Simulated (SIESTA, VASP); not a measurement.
Given: the input of a run of VASP 6.6.1 on Ti2B. The cell comes from a database or a generator and needn't be the stable form of this composition.

The input INCAR:

```
PREC = Accurate
ENCUT = 520
EDIFF = 1E-7
ISMEAR = -1
SIGMA = 0.05
LREAL = False
LASPH = True
NELM = 60
ALGO = Normal
ISIF = 2
LWAVE = False
LCHARG = False
GGA = PE
NBANDS = 36
```

The input KPOINTS:

```
regular mesh
0
Gamma
  7 7 7
```

POSCAR

```
Ti2B
1.0
   -2.8290690000      2.8290690000      2.3682650000
    2.8290690000     -2.8290690000      2.3682650000
    2.8290690000      2.8290690000     -2.3682650000
Ti B
4 2
Direct
    0.1644000000      0.3356000000      0.5000000000
    0.8356000000      0.6644000000      0.5000000000
    0.3356000000      0.8356000000      0.1712000000
    0.6644000000      0.1644000000      0.8288000000
    0.2500000000      0.2500000000      0.0000000000
    0.7500000000      0.7500000000      0.0000000000
```

Potentials or basis: VASP PAW PBE potentials, release 64 (Ti_sv, B).

The run is started by

```console
$ cat potpaw_PBE.64/Ti_sv/POTCAR potpaw_PBE.64/B/POTCAR > POTCAR
$ mpirun -np 1 vasp_std > vasp.out
```

Q: What does the same run look like in SIESTA 5.4.2? Potentials or basis there: files PseudoDojo sr-pbe-0.4.1-standard, DZP (energy shift 0.003 Ry; two zetas on semicore shells).

A: As run (cutoffs and basis follow the program's own potentials, and thresholds, step limits or extra output files can differ):

Contents of Ti2B.fdf:

```
SystemName                      Ti2B
SystemLabel                     Ti2B
NumberOfSpecies                 2
NumberOfAtoms                   6
%block ChemicalSpeciesLabel
  1  22 Ti
  2   5 B
%endblock ChemicalSpeciesLabel

LatticeConstant                 1.0 Ang
%block LatticeVectors
    -2.8290690000     2.8290690000     2.3682650000
     2.8290690000    -2.8290690000     2.3682650000
     2.8290690000     2.8290690000    -2.3682650000
%endblock LatticeVectors
AtomicCoordinatesFormat         Fractional
%block AtomicCoordinatesAndAtomicSpecies
     0.1644000000     0.3356000000     0.5000000000  1  Ti
     0.8356000000     0.6644000000     0.5000000000  1  Ti
     0.3356000000     0.8356000000     0.1712000000  1  Ti
     0.6644000000     0.1644000000     0.8288000000  1  Ti
     0.2500000000     0.2500000000     0.0000000000  2  B
     0.7500000000     0.7500000000     0.0000000000  2  B
%endblock AtomicCoordinatesAndAtomicSpecies

%block kgrid.MonkhorstPack
    7   0   0  0.0
    0   7   0  0.0
    0   0   7  0.0
%endblock kgrid.MonkhorstPack
XC.Functional                   GGA
XC.Authors                      PBE
PAO.BasisSize                   DZP
PAO.EnergyShift                 0.003 Ry
Mesh.Cutoff                     800 Ry
OccupationFunction              FD
ElectronicTemperature           0.05 eV
MaxSCFIterations                120
SCF.MustConverge                false
SCF.Mixer.Method                Pulay
SCF.Mixer.Weight                0.25
SCF.Mixer.History               8
SCF.DM.Tolerance                5.0e-05
SCF.H.Tolerance                 1.0e-03 eV
WriteForces                     true
Charge.Mulliken                 end
Charge.Hirshfeld                end
Charge.Voronoi                  end
SaveRho                         true
SaveElectrostaticPotential      true
%block PAO.Basis
  Ti 5
  n=3 0 2
    3.144 0.000
  n=4 0 2
    8.756 0.000
  n=3 1 2
    3.568 0.000
  n=4 1 1
    8.756
  n=3 2 2
    6.267 0.000
%endblock PAO.Basis
```

Potentials or basis: PseudoDojo 0.4 standard (PBE files), converted to PSML, two zetas on semicore shells, DZP (energy shift 0.003 Ry; two zetas on semicore shells).

Launch:

```bash
$ siesta < Ti2B.fdf > Ti2B.out 2>&1
```

Both were run:

|  | VASP | SIESTA |
| --- | --- | --- |
| Pressure | 0.5 GPa | 1.8 GPa |

Pressure is positive in compression.
